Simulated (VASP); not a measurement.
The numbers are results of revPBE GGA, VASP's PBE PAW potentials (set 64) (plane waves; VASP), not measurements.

VASP ran on this input.

### KPOINTS
```
Regular mesh
0
Gamma
5 5 5
0 0 0
```

POSCAR:
```
CsBr
1
    4.5364005439     0.0000000000     0.0000000000
    0.0000000000     4.5364005439     0.0000000000
    0.0000000000     0.0000000000     4.5364005439
Cs Br
1 1
Direct
  0.0000000000   0.0000000000   0.0000000000
  0.5000000000   0.5000000000   0.5000000000
```

### INCAR
```
# general
SYSTEM  = CsBr
PREC    = Accurate
ENCUT   = 520
LREAL   = .FALSE.
LASPH   = .TRUE.

# electronic loop
EDIFF   = 1E-6
NELM    = 100
ALGO    = Normal
LMAXMIX = 4

# smearing
ISMEAR  = 0
SIGMA   = 0.05

# functional
GGA     = RE

# ions
IBRION  = 2
NSW     = 60
ISIF    = 3
EDIFFG  = -0.01

# output
LWAVE   = .FALSE.
LCHARG  = .FALSE.
```

POTCAR, in this order: Cs_sv Br (PBE.64 set). Program: vasp_std.

**Question.** What does the run give for the energy per atom (σ→0)?

**Answer.** 
* **energy per atom (σ→0)**: -273.3 kJ/mol of atoms

### OSZICAR
```
...
DAV:   7    -0.565369094268E+01    0.40433E-01   -0.22748E-01   288   0.244E+00    0.676E-01
DAV:   8    -0.566416901438E+01   -0.10478E-01   -0.23749E-02   264   0.113E+00    0.126E-01
DAV:   9    -0.566554600779E+01   -0.13770E-02   -0.37592E-03   296   0.401E-01    0.954E-02
DAV:  10    -0.566583245485E+01   -0.28645E-03   -0.41553E-04   288   0.186E-01    0.129E-02
DAV:  11    -0.566584664336E+01   -0.14189E-04   -0.49430E-05   300   0.458E-02    0.695E-03
DAV:  12    -0.566585091259E+01   -0.42692E-05   -0.19384E-05   268   0.328E-02    0.187E-03
DAV:  13    -0.566585095952E+01   -0.46926E-07   -0.29403E-07   216   0.464E-03
   1 F= -.56658510E+01 E0= -.56658510E+01  d E =-.566585E+01
```

The compound is CsBr in the CsCl type structure. It was relaxed first, which changed the volume by +18 %. The start is the result of an earlier pass.
